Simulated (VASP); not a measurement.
Output of a VASP run:

**OSZICAR**
```
...
DAV:  21    -0.302387117840E+02   -0.33481E-02   -0.66172E-03  2469   0.554E-01    0.309E+00
DAV:  22    -0.302384563626E+02    0.25542E-03   -0.11360E-03  1922   0.419E-01    0.231E+00
DAV:  23    -0.302400262018E+02   -0.15698E-02   -0.12306E-03  2336   0.334E-01    0.105E+00
DAV:  24    -0.302408675673E+02   -0.84137E-03   -0.49175E-04  2863   0.167E-01    0.559E-01
DAV:  25    -0.302412152042E+02   -0.34764E-03   -0.35029E-04  2111   0.185E-01    0.435E-01
DAV:  26    -0.302415404112E+02   -0.32521E-03   -0.75864E-04  2745   0.202E-01    0.593E-01
DAV:  27    -0.302415103236E+02    0.30088E-04   -0.81901E-05  1879   0.893E-02    0.618E-01
DAV:  28    -0.302415333148E+02   -0.22991E-04   -0.43218E-05  2009   0.603E-02    0.638E-01
DAV:  29    -0.302415352830E+02   -0.19682E-05   -0.17930E-04  1708   0.132E-01    0.646E-01
DAV:  30    -0.302416363439E+02   -0.10106E-03   -0.18546E-04  2132   0.139E-01    0.560E-01
DAV:  31    -0.302418388893E+02   -0.20255E-03   -0.25071E-04  2350   0.144E-01    0.419E-01
DAV:  32    -0.302418468426E+02   -0.79533E-05   -0.24179E-05  1886   0.434E-02    0.400E-01
DAV:  33    -0.302418692365E+02   -0.22394E-04   -0.82803E-06  2084   0.280E-02    0.386E-01
DAV:  34    -0.302419522917E+02   -0.83055E-04   -0.38189E-05  1694   0.553E-02    0.325E-01
DAV:  35    -0.302418980142E+02    0.54277E-04   -0.39121E-06  1290   0.174E-02    0.303E-01
DAV:  36    -0.302419282754E+02   -0.30261E-04   -0.55296E-06  1274   0.245E-02    0.280E-01
DAV:  37    -0.302419121456E+02    0.16130E-04   -0.64065E-06  1715   0.191E-02    0.274E-01
DAV:  38    -0.302419378398E+02   -0.25694E-04   -0.10432E-06   882   0.881E-03    0.277E-01
DAV:  39    -0.302419217079E+02    0.16132E-04   -0.10956E-06   882   0.889E-03    0.272E-01
DAV:  40    -0.302418101267E+02    0.11158E-03   -0.20789E-05  1708   0.346E-02    0.253E-01
DAV:  41    -0.302417127598E+02    0.97367E-04   -0.41894E-05  1814   0.503E-02    0.223E-01
DAV:  42    -0.302415791128E+02    0.13365E-03   -0.60546E-05  1764   0.557E-02    0.163E-01
DAV:  43    -0.302414788281E+02    0.10028E-03   -0.15133E-04  1694   0.919E-02    0.986E-02
DAV:  44    -0.302414301898E+02    0.48638E-04   -0.10825E-04  2261   0.743E-02    0.457E-02
DAV:  45    -0.302414257867E+02    0.44032E-05   -0.29868E-05  1967   0.368E-02    0.216E-02
DAV:  46    -0.302414208242E+02    0.49624E-05   -0.50163E-06  1796   0.180E-02    0.151E-02
DAV:  47    -0.302414235427E+02   -0.27184E-05   -0.48559E-07   882   0.782E-03    0.986E-03
DAV:  48    -0.302414214790E+02    0.20637E-05   -0.12319E-06  1022   0.113E-02    0.273E-03
DAV:  49    -0.302414229541E+02   -0.14751E-05   -0.34932E-07   882   0.478E-03    0.197E-03
DAV:  50    -0.302414231387E+02   -0.18462E-06   -0.13313E-07   882   0.256E-03
   1 F= -.30241423E+02 E0= -.30242547E+02  d E =-.302414E+02
       N       E                     dE             d eps       ncg     rms          rms(c)
DAV:   1    -0.302417093989E+02   -0.28644E-03   -0.63876E-03  2375   0.580E-01    0.120E-01
DAV:   2    -0.302414284708E+02    0.28093E-03   -0.73931E-04  2232   0.207E-01    0.653E-02
DAV:   3    -0.302414081833E+02    0.20288E-04   -0.74491E-04  2459   0.137E-01    0.354E-02
DAV:   4    -0.302414145941E+02   -0.64108E-05   -0.85058E-05  1995   0.547E-02    0.213E-02
DAV:   5    -0.302414237249E+02   -0.91308E-05   -0.24064E-06  1295   0.108E-02    0.154E-02
DAV:   6    -0.302414306203E+02   -0.68954E-05   -0.15219E-05  2156   0.205E-02    0.494E-03
DAV:   7    -0.302414313909E+02   -0.77063E-06   -0.71656E-07   876   0.701E-03
   2 F= -.30241431E+02 E0= -.30242555E+02  d E =-.825220E-05
```

**OUTCAR**
```
------------------------ aborting loop because EDIFF is reached ----------------------------------------
  FORCE on cell =-STRESS in cart. coord.  units (eV):
  Direction    XX          YY          ZZ          XY          YZ          ZX
  --------------------------------------------------------------------------------------
  Total        0.0066482      0.0066482      0.0015428      0.0000000     -0.0000000      0.0000000
  in kB        0.1651410      0.1651410      0.0383226      0.0000000     -0.0000000      0.0000000
  external PRESSURE =       0.1228682 kB  Pullay stress =       0.0000000 kB
  volume of cell :       64.50
      direct lattice vectors                 reciprocal lattice vectors
     1.819890603 -3.152143262 -0.000000000     0.274741789 -0.158622232 -0.000000000
     1.819890603  3.152143262 -0.000000000     0.274741789  0.158622232 -0.000000000
     0.000000000  0.000000000  5.621857971     0.000000000  0.000000000  0.177877137
 POSITION                                       TOTAL-FORCE (eV/Angst)
 -----------------------------------------------------------------------------------
      1.81989      1.05072      1.40546        -0.000000     -0.000000     -0.000000
      1.81989     -1.05072      4.21639         0.000000      0.000000      0.000000
 -----------------------------------------------------------------------------------
    total drift:                                0.000000      0.000510     -0.000010
  FREE ENERGIE OF THE ION-ELECTRON SYSTEM (eV)
  ---------------------------------------------------
  free  energy   TOTEN  =       -30.2414313909 eV

  energy  without entropy=      -30.2448008881  energy(sigma->0) =      -30.24255456

 reached required accuracy - stopping structural energy minimisation
```
(Selected blocks of OUTCAR.)

**POSCAR**
```
Y
1
    1.8205908027    -3.1533560442     0.0000000000
    1.8205908027     3.1533560442     0.0000000000
   -0.0000000000    -0.0000000000     5.6249803966
Y
2
Direct
  0.3333330000   0.6666670000   0.2500000000
  0.6666670000   0.3333330000   0.7500000000
```

Q: Reconstruct the remaining input files.

A: This is not unique; one that fits is the input of the run itself, TPSS meta-GGA, plane waves, VASP's PBE PAW potentials (set 64).

### INCAR
```
ISMEAR = 1   ! Methfessel-Paxton
SIGMA = 0.1   ! width (eV)
SYSTEM = Y
LMIXTAU = .TRUE.
LCHARG = .FALSE.
LASPH = .TRUE.   ! aspherical one-centre terms
EDIFF = 1E-6
LWAVE = .FALSE.
LREAL = .FALSE.
ENCUT = 520
METAGGA = TPSS
IBRION = 2   ! conjugate gradients
ISIF = 3
ALGO = Normal
NSW = 60
EDIFFG = -0.01   ! ionic stop
NELM = 100   ! most electronic steps
LMAXMIX = 4
PREC = Accurate
```

File KPOINTS:
```
Automatic mesh
0
Gamma
10 10 6
0 0 0
```

POTCAR, in this order: Y_sv (PBE.64 set). Program: vasp_std.

The compound is Y in the hcp structure. This run relaxes it. Symmetry was kept, so distortions that lower it aren't found. The start is the result of an earlier pass.
